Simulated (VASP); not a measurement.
# KBr: what moves the LDA gap besides the functional

Aim: test what besides the functional moves the gap of KBr. The starting structure is a measured crystal structure from the Crystallography Open Database. Cell and atoms stay as given unless a step says otherwise.

Calculated with VASP 6.6.1; Kohn-Sham DFT with plane waves and PAW; LDA.

## Step 1: Set-up

It takes space group Fm-3m (No. 225, cubic). The conventional cell has a = 6.585 Å, b = 6.585 Å, c = 6.585 Å, α = 90.00°, β = 90.00°, γ = 90.00°. Nearest to Br lie 6 K at 3.29 Å. K has 6 Br at 3.29 Å nearest. Farther neighbours and most contacts between anions are not listed.

Structure file:

```
Br K
1.0
     0.00000    3.29235    3.29235
     3.29235    0.00000    3.29235
     3.29235    3.29235    0.00000
Br K
1 1
Direct
  0.50000 0.50000 0.50000
  0.00000 0.00000 0.00000
```

## Step 2: Reference bands

INCAR reads:

```
SYSTEM = KBr
PREC = Accurate
ENCUT = 350
EDIFF = 1E-06
NELM = 100
ISMEAR = 0
SIGMA = 0.03
LREAL = .FALSE.
ALGO = Normal
GGA = CA
NBANDS = 20
LORBIT = 11
LWAVE = .FALSE.
LCHARG = .FALSE.
KPAR = 4
LASPH = .TRUE.
```

POSCAR reads:

```
KBr
1.0
    0.0000000000      3.2923500000      3.2923500000
    3.2923500000      0.0000000000      3.2923500000
    3.2923500000      3.2923500000      0.0000000000
Br K
1 1
Direct
    0.5000000000      0.5000000000      0.5000000000
    0.0000000000      0.0000000000      0.0000000000
```

KPOINTS reads:

```
Automatic mesh
0
Gamma
6 6 6
0 0 0
```

KPOINTS_OPT reads:

```
Line mode
10
Line-mode
Reciprocal
  0.00000000   0.00000000   0.00000000 GAMMA
  0.50000000   0.00000000   0.50000000 X

  0.50000000   0.00000000   0.50000000 X
  0.50000000   0.25000000   0.75000000 W

  0.50000000   0.25000000   0.75000000 W
  0.37500000   0.37500000   0.75000000 K

  0.37500000   0.37500000   0.75000000 K
  0.00000000   0.00000000   0.00000000 GAMMA

  0.00000000   0.00000000   0.00000000 GAMMA
  0.50000000   0.50000000   0.50000000 L

  0.50000000   0.50000000   0.50000000 L
  0.62500000   0.25000000   0.62500000 U

  0.62500000   0.25000000   0.62500000 U
  0.50000000   0.25000000   0.75000000 W

  0.50000000   0.25000000   0.75000000 W
  0.50000000   0.50000000   0.50000000 L

  0.50000000   0.50000000   0.50000000 L
  0.37500000   0.37500000   0.75000000 K

  0.62500000   0.25000000   0.62500000 U
  0.50000000   0.00000000   0.50000000 X
```

PAW data sets: Br and K_sv (LDA family, release 64).

On the command line:

```console
$ mpirun -np 4 vasp_std
```

The program printed:

```text
[banner, memory and clock lines left out]
running    4 mpi-ranks, on    1 nodes
 distrk:  each k-point on    1 cores,    4 groups
 distr:  one band on    1 cores,    1 groups

 POSCAR found type information on POSCAR BrK
 POSCAR found :  2 types and       2 ions
 LDA part: xc-table for (Slater(with rela. corr.)+CA(PZ))
 , standard interpolation
 POSCAR, INCAR and KPOINTS ok, starting setup
 FFT: planning ... GRIDC
 FFT: planning ... GRID_SOFT
 FFT: planning ... GRID
 WAVECAR not read
 entering main loop
       N       E                     dE             d eps       ncg     rms          rms(c)
DAV:   1     0.803801124311E+02    0.80380E+02   -0.52527E+03   640   0.522E+02
DAV:   2    -0.247434156282E+01   -0.82854E+02   -0.77758E+02   836   0.171E+02
DAV:   3    -0.681434919032E+01   -0.43400E+01   -0.43183E+01   816   0.322E+01
DAV:   4    -0.698914268153E+01   -0.17479E+00   -0.17464E+00   972   0.578E+00
DAV:   5    -0.699074353827E+01   -0.16009E-02   -0.16008E-02   792   0.629E-01    0.333E+00
DAV:   6    -0.682473156870E+01    0.16601E+00   -0.10692E-01   728   0.162E+00    0.249E+00
DAV:   7    -0.680159764628E+01    0.23134E-01   -0.47173E-02   860   0.113E+00    0.111E+00
DAV:   8    -0.680199586355E+01   -0.39822E-03   -0.69503E-03   812   0.465E-01    0.977E-02
DAV:   9    -0.680205361270E+01   -0.57749E-04   -0.26806E-04   836   0.985E-02    0.536E-02
DAV:  10    -0.680208477358E+01   -0.31161E-04   -0.45531E-05   744   0.403E-02    0.806E-03
DAV:  11    -0.680208698087E+01   -0.22073E-05   -0.45790E-06   776   0.983E-03    0.401E-03
DAV:  12    -0.680208715721E+01   -0.17634E-06   -0.21694E-07   588   0.310E-03
   1 F= -.68020872E+01 E0= -.68020872E+01  d E =-.403176E-36
 Start KPOINTS_OPT (optional k-point list driver)
k-point batch [1-16\100]
       N       E                     dE             ncg
DAV:   1    -0.148246751748E+04   -0.60962E+04      640
DAV:   2    -0.278701549429E+04   -0.13045E+04      812
DAV:   3    -0.285563793308E+04   -0.68622E+02      816
DAV:   4    -0.285809764155E+04   -0.24597E+01      968
DAV:   5    -0.285812731736E+04   -0.29676E-01      836
DAV:   6    -0.285812811144E+04   -0.79408E-03      932
DAV:   7    -0.285812811560E+04   -0.41544E-05      796
DAV:   8    -0.285812811564E+04   -0.39692E-07      556
[...]
k-point batch [97-100\100]
       N       E                     dE             ncg
DAV:   1     0.421938759579E+04   -0.20460E+04      160
DAV:   2     0.389137466253E+04   -0.32801E+03      208
DAV:   3     0.387533306850E+04   -0.16042E+02      200
DAV:   4     0.387489723004E+04   -0.43584E+00      240
DAV:   5     0.387489359684E+04   -0.36332E-02      200
DAV:   6     0.387489350485E+04   -0.91984E-04      216
DAV:   7     0.387489350449E+04   -0.36083E-06      200
```

The job ended after 12 s (4 MPI ranks of Intel Xeon Platinum 8375C at 2.90GHz (Ice Lake), shared host; peak memory 0.56 GiB; 46 s of CPU time).

Lines that name or quote the potential files are left out of all logs, and their timing lines are given in words.

Parts of OUTCAR (step 2):

```text
ion  position               nearest neighbor table
   1  0.500  0.500  0.500-   2 3.29   2 3.29   2 3.29   2 3.29   2 3.29   2 3.29
   2  0.000  0.000  0.000-   1 3.29   1 3.29   1 3.29   1 3.29   1 3.29   1 3.29

  LATTYP: Found a face centered cubic cell.
 ALAT       =     6.5847000000

 Subroutine GETGRP returns: Found 48 space group operations
 (whereof 48 operations were pure point group operations)

The static configuration has the point symmetry O_h .

 Found     16 irreducible k-points:

   k-points           NKPTS =     16   k-points in BZ     NKDIM =     16   number of bands    NBANDS=     20

   dimension x,y,z NGX =    28 NGY =   28 NGZ =   28
   dimension x,y,z NGXF=    56 NGYF=   56 NGZF=   56

   ENCUT  =  350.0 eV  25.72 Ry    5.07 a.u.   7.10  7.10  7.10*2*pi/ulx,y,z

   NELECT =      16.0000    total number of electrons

 k-points in reciprocal lattice and weights: Automatic mesh
   0.00000000  0.00000000  0.00000000       0.005
   0.16666667  0.00000000  0.00000000       0.037
   0.33333333  0.00000000  0.00000000       0.037
   0.50000000  0.00000000  0.00000000       0.019
   0.16666667  0.16666667  0.00000000       0.028
   0.33333333  0.16666667  0.00000000       0.111
   0.50000000  0.16666667  0.00000000       0.111
  -0.33333333  0.16666667  0.00000000       0.111
  -0.16666667  0.16666667  0.00000000       0.056
[...]
-0.33333333  0.33333333  0.16666667       0.111
  -0.33333333  0.50000000  0.16666667       0.056

 average (electrostatic) potential at core
       1 -70.9153       2 -36.2476

 E-fermi :  -1.6241

 k-point     1 :       0.0000    0.0000    0.0000
  band No.  band energies     occupation
    ...
      4     -12.9945      2.00000
      5     -12.9945      2.00000
      6      -1.8847      2.00000
      7      -1.8847      2.00000
      8      -1.8847      2.00000
      9       2.1721      0.00000
     10       5.4623      0.00000
     11       5.4623      0.00000
     12       5.4623      0.00000
     13       6.3406      0.00000
    ...

 k-point     2 :       0.1667    0.0000    0.0000
  band No.  band energies     occupation
    ...
      4     -12.9960      2.00000
      5     -12.9318      2.00000
      6      -2.2863      2.00000
      7      -1.9802      2.00000
      8      -1.9802      2.00000
      9       2.8574      0.00000
     10       5.3046      0.00000
     11       5.7925      0.00000
     12       5.7925      0.00000
     13       6.7053      0.00000
    ...

 k-point     3 :       0.3333    0.0000    0.0000
  band No.  band energies     occupation
    ...
      4     -12.9992      2.00000
      5     -12.8164      2.00000
      6      -2.8972      2.00000
      7      -2.1585      2.00000
      8      -2.1585      2.00000
      9       3.9833      0.00000
     10       5.5525      0.00000
     11       6.6749      0.00000
     12       6.6749      0.00000
     13       7.6129      0.00000
    ...

  Total       -0.6994068     -0.6994068     -0.6994068     -0.0000000      0.0000000      0.0000000
  in kB      -15.6997403    -15.6997403    -15.6997403     -0.0000000      0.0000000      0.0000000
  external PRESSURE =     -15.6997403 kB  Pullay stress =       0.0000000 kB

  energy-cutoff  :      350.00
  volume of cell :       71.38
      direct lattice vectors                 reciprocal lattice vectors
     0.000000000  3.292350000  3.292350000    -0.151867207  0.151867207  0.151867207
     3.292350000  0.000000000  3.292350000     0.151867207 -0.151867207  0.151867207
     3.292350000  3.292350000  0.000000000     0.151867207  0.151867207 -0.151867207

 POSITION                                       TOTAL-FORCE (eV/Angst)
 -----------------------------------------------------------------------------------
      3.29235      3.29235      3.29235         0.000000     -0.000000      0.000000
      0.00000      0.00000      0.00000        -0.000000      0.000000     -0.000000
 -----------------------------------------------------------------------------------
    total drift:                                0.000000      0.000000      0.000000

  FREE ENERGIE OF THE ION-ELECTRON SYSTEM (eV)
  ---------------------------------------------------
  free  energy   TOTEN  =        -6.8020871572 eV

  energy  without entropy=       -6.8020871572  energy(sigma->0) =       -6.80208716

 total charge
# of ion       s       p       d       tot
------------------------------------------
    1        1.600   3.275   0.001   4.877
    2        1.956   5.557   0.026   7.539
--------------------------------------------------
tot          3.556   8.832   0.027  12.415

[... 3 further parts left out ...]
```

Spin-orbit coupling is off here; it would split degenerate levels.

The reference gap is 4.057 eV.

## Step 3: Bands with cell and atoms relaxed by LDA

Against step 2 the input has another starting structure. The cell comes from a relaxation at this level, not shown (64.94 Å³).

INCAR is that of step 2.

POSCAR reads:

```
KBr
1.0
    0.0000000000      3.1902660762      3.1902660762
    3.1902660762      0.0000000000      3.1902660762
    3.1902660762      3.1902660762      0.0000000000
Br K
1 1
Direct
    0.5000000000      0.5000000000      0.5000000000
    0.0000000000      0.0000000000      0.0000000000
```

KPOINTS is that of step 2.

KPOINTS_OPT is that of step 2.

On the command line:

```console
$ mpirun -np 4 vasp_std
```

The program printed:

```text
[... set-up lines as in an earlier step ...]
 entering main loop
       N       E                     dE             d eps       ncg     rms          rms(c)
DAV:   1     0.807505900126E+02    0.80751E+02   -0.51366E+03   640   0.516E+02
DAV:   2    -0.292620642076E+01   -0.83677E+02   -0.79014E+02   776   0.175E+02
DAV:   3    -0.688731694384E+01   -0.39611E+01   -0.39413E+01   864   0.316E+01
DAV:   4    -0.700499246028E+01   -0.11768E+00   -0.11758E+00   932   0.516E+00
[...]
DAV:  10    -0.683438708632E+01   -0.22337E-04   -0.33163E-05   788   0.303E-02    0.150E-02
DAV:  11    -0.683438940283E+01   -0.23165E-05   -0.50607E-06   760   0.130E-02    0.657E-03
DAV:  12    -0.683438930574E+01    0.97086E-07   -0.74241E-07   564   0.504E-03
   1 F= -.68343893E+01 E0= -.68343893E+01  d E =-.233161E-13
 Start KPOINTS_OPT (optional k-point list driver)
k-point batch [1-16\100]
       N       E                     dE             ncg
DAV:   1    -0.131198646680E+04   -0.60779E+04      640
DAV:   2    -0.267477003496E+04   -0.13628E+04      792
DAV:   3    -0.273642190743E+04   -0.61652E+02      812
DAV:   4    -0.273878319572E+04   -0.23613E+01      948
DAV:   5    -0.273880093494E+04   -0.17739E-01      808
DAV:   6    -0.273880141500E+04   -0.48005E-03      932
DAV:   7    -0.273880141748E+04   -0.24774E-05      824
DAV:   8    -0.273880141751E+04   -0.31735E-07      600
[...]
k-point batch [97-100\100]
       N       E                     dE             ncg
DAV:   1     0.472197978021E+04   -0.18986E+04      160
DAV:   2     0.439233759174E+04   -0.32964E+03      204
DAV:   4     0.437439024224E+04   -0.60981E+00      232
DAV:   5     0.437438518771E+04   -0.50545E-02      184
DAV:   6     0.437438504836E+04   -0.13935E-03      236
DAV:   7     0.437438504786E+04   -0.49667E-06      188
```

The job ended after 12 s (4 MPI ranks; peak memory 0.55 GiB).

Parts of OUTCAR (step 3):

```text
  Total       -0.0255584     -0.0255584     -0.0255584      0.0000000      0.0000000      0.0000000
  in kB       -0.6305707     -0.6305707     -0.6305707      0.0000000      0.0000000      0.0000000
  external PRESSURE =      -0.6305707 kB  Pullay stress =       0.0000000 kB

 POSITION                                       TOTAL-FORCE (eV/Angst)
 -----------------------------------------------------------------------------------
      3.19027      3.19027      3.19027         0.000000     -0.000000      0.000000
      0.00000      0.00000      0.00000        -0.000000      0.000000     -0.000000
 -----------------------------------------------------------------------------------
    total drift:                                0.000000      0.000000      0.000000

  FREE ENERGIE OF THE ION-ELECTRON SYSTEM (eV)
  ---------------------------------------------------
  free  energy   TOTEN  =        -6.8343893057 eV

  energy  without entropy=       -6.8343893057  energy(sigma->0) =       -6.83438931

[... 1 part as in an earlier step ...]

[... 2 further parts left out ...]
[key lines of the parts left out:]
E-fermi :  -1.3205
```

The log as kept lacks single lines of electronic cycles.

With cell and atoms relaxed by LDA the gap is 4.317 eV, +0.260 eV from the reference.

## Step 4: Bands with an 8×8×8 mesh

Against step 2 the input has an 8×8×8 mesh.

INCAR is that of step 3.

POSCAR reads:

```
KBr
1.0
    0.0000000000      3.2923500000      3.2923500000
    3.2923500000      0.0000000000      3.2923500000
    3.2923500000      3.2923500000      0.0000000000
Br K
1 1
Direct
    0.5000000000      0.5000000000      0.5000000000
    0.0000000000      0.0000000000      0.0000000000
```

KPOINTS reads:

```
Automatic mesh
0
Gamma
8 8 8
0 0 0
```

KPOINTS_OPT is that of step 3.

On the command line:

```console
$ mpirun -np 4 vasp_std
```

The program printed:

```text
[... set-up lines as in an earlier step ...]
 entering main loop
       N       E                     dE             d eps       ncg     rms          rms(c)
DAV:   1     0.803176468161E+02    0.80318E+02   -0.51153E+03  1160   0.517E+02
DAV:   2    -0.234588188649E+01   -0.82664E+02   -0.77399E+02  1416   0.168E+02
DAV:   3    -0.682099083129E+01   -0.44751E+01   -0.44480E+01  1544   0.324E+01
DAV:   4    -0.698940770467E+01   -0.16842E+00   -0.16832E+00  1692   0.588E+00
[...]
DAV:  10    -0.680209067211E+01   -0.31230E-04   -0.41286E-05  1332   0.401E-02    0.817E-03
DAV:  11    -0.680209271938E+01   -0.20473E-05   -0.43360E-06  1396   0.961E-03    0.377E-03
DAV:  12    -0.680209293211E+01   -0.21273E-06   -0.21682E-07  1044   0.304E-03
   1 F= -.68020929E+01 E0= -.68020929E+01  d E =-.137957E-14
 Start KPOINTS_OPT (optional k-point list driver)
k-point batch [1-29\100]
       N       E                     dE             ncg
DAV:   1    -0.277216093203E+04   -0.12741E+05     1168
DAV:   2    -0.507540333694E+04   -0.23032E+04     1480
DAV:   3    -0.519294096001E+04   -0.11754E+03     1564
DAV:   4    -0.519725265346E+04   -0.43117E+01     1620
DAV:   5    -0.519728906610E+04   -0.36413E-01     1512
DAV:   6    -0.519729010297E+04   -0.10369E-02     1608
DAV:   7    -0.519729010782E+04   -0.48492E-05     1508
DAV:   8    -0.519729010788E+04   -0.60296E-07      896
[...]
k-point batch [88-100\100]
       N       E                     dE             ncg
DAV:   1     0.443429948518E+04   -0.67475E+04      528
DAV:   2     0.341533760271E+04   -0.10190E+04      676
DAV:   3     0.336760565785E+04   -0.47732E+02      696
DAV:   4     0.336614376197E+04   -0.14619E+01      732
DAV:   5     0.336613382269E+04   -0.99393E-02      660
DAV:   6     0.336613358696E+04   -0.23572E-03      716
DAV:   7     0.336613358583E+04   -0.11364E-05      620
DAV:   8     0.336613358580E+04   -0.31577E-07      368
```

Elapsed: 13 s, on 4 MPI ranks; peak memory 0.61 GiB; 49 s of CPU time.

Parts of OUTCAR (step 4):

```text
  Total       -0.6991319     -0.6991319     -0.6991319      0.0000000      0.0000000      0.0000000
  in kB      -15.6935684    -15.6935684    -15.6935684      0.0000000      0.0000000      0.0000000
  external PRESSURE =     -15.6935684 kB  Pullay stress =       0.0000000 kB

 POSITION                                       TOTAL-FORCE (eV/Angst)
 -----------------------------------------------------------------------------------
      3.29235      3.29235      3.29235        -0.000000     -0.000000     -0.000000
      0.00000      0.00000      0.00000         0.000000      0.000000      0.000000
 -----------------------------------------------------------------------------------
    total drift:                                0.000000      0.000000      0.000000

  FREE ENERGIE OF THE ION-ELECTRON SYSTEM (eV)
  ---------------------------------------------------
  free  energy   TOTEN  =        -6.8020929321 eV

  energy  without entropy=       -6.8020929321  energy(sigma->0) =       -6.80209293

[... 1 part as in an earlier step ...]

[... 2 further parts left out ...]
[key lines of the parts left out:]
E-fermi :  -1.7348
```

With an 8×8×8 mesh the gap is 4.057 eV, +0.000 eV from the reference.

## Step 5: Comparison

| run | gap (eV) | change (eV) | core minutes |
| --- | --- | --- | --- |
| reference | 4.057 | - | 0.8 |
| cell and atoms relaxed by LDA | 4.317 | 0.26 | 0.8 |
| an 8×8×8 mesh | 4.057 | 0.0 | 0.867 |

Core minutes are wall time times ranks of the run shown, on a shared host.

## Step 6: What came out

```yaml
reference_gap: 4.057 eV
gap_with_cell_and_atoms_relaxed_by_lda: 4.317 eV
gap_with_an_8x8x8_mesh: 4.057 eV
```

Among the runs that read a gap along the path, the one with cell and atoms relaxed by LDA moves it most, by +0.260 eV. On finer settings it changes by +0.000 eV with an 8×8×8 mesh. The functional's own error isn't tested here. Further runs on this material are not shown.

[Lines on the potential files, build, host, timing and source positions are cut from VASP's logs without a mark.]

[Logs are printed without paths, hosts, clocks, repeated set-up lines and the standing remarks that a program may print on its own settings, such as how far it seeks lower states.]

[Hosts, paths, dates, database ids (printed as entryN), source tags and the programs' standing remarks are cut or masked in the printed files.]
